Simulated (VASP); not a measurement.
Input for VASP

KPOINTS:
```
Automatic mesh
0
Gamma
9 9 9
```

**INCAR**
```
! general
SYSTEM   = Ni3Fe
PREC     = Accurate
ENCUT    = 520
LREAL    = F
LASPH    = T

! electronic loop
EDIFF    = 1E-7
NELM     = 100
ALGO     = Normal
LMAXMIX  = 4
LMIXTAU  = T

! smearing
ISMEAR   = 1
SIGMA    = 0.1

! functional
METAGGA  = R2SCAN
LUSE_VDW = T
BPARAM   = 11.95
CPARAM   = 0.0093

! spin
ISPIN    = 2
MAGMOM   = 3.2 3*0.7

! ions
ISIF     = 2

! output
LWAVE    = F
LCHARG   = F
LORBIT   = 10
```

File POSCAR:
```
Ni3Fe
1
    3.5385370919     0.0000000000     0.0000000000
    0.0000000000     3.5385370919     0.0000000000
    0.0000000000     0.0000000000     3.5385370919
Fe Ni
1 3
Direct
  0.0000000000   0.0000000000   0.0000000000
  0.0000000000   0.5000000000   0.5000000000
  0.5000000000   0.0000000000   0.5000000000
  0.5000000000   0.5000000000   0.0000000000
```

POTCAR, in this order: Fe Ni (PBE.64 set). Program: vasp_std.

Question: Write an equivalent input for Ansatz.

Answer: One equivalent input (not run):
Ansatz 0.2 input:
```yaml
crystal:
  lattice:
    - [3.5385371, 0.0000000, 0.0000000]
    - [0.0000000, 3.5385371, 0.0000000]
    - [0.0000000, 0.0000000, 3.5385371]
  atoms:
    - { symbol: Fe, position: [0.0000000, 0.0000000, 0.0000000], spin: 3.2 }
    - { symbol: Ni, position: [0.0000000, 0.5000000, 0.5000000], spin: 0.7 }
    - { symbol: Ni, position: [0.5000000, 0.0000000, 0.5000000], spin: 0.7 }
    - { symbol: Ni, position: [0.5000000, 0.5000000, 0.0000000], spin: 0.7 }
kpoints:
  mp_grid: { grid: [9, 9, 9] }
hamiltonian:
  xc: r2scan
  dispersion: rvv10
  pseudopotentials: { kind: paw }
magnetization: { spin_polarized: true }
scf:
  occupations: { method: methfessel_paxton, width: 0.1 }
  max_iter: 100
output: { forces: true, stress: true, eigenvalues: true }
```
What does not carry over: each code has its own PAW files, so the cut-off isn't converted (ENCUT is set for VASP's; basis.ecutwfc is left out, and Ansatz then takes the one that its files recommend); Ansatz stops its SCF on the density residual and VASP on the energy change (EDIFF).

The compound is Ni3Fe in the L1_2 structure. This cell is one point of a volume scan, at 1.03 of the reference volume.
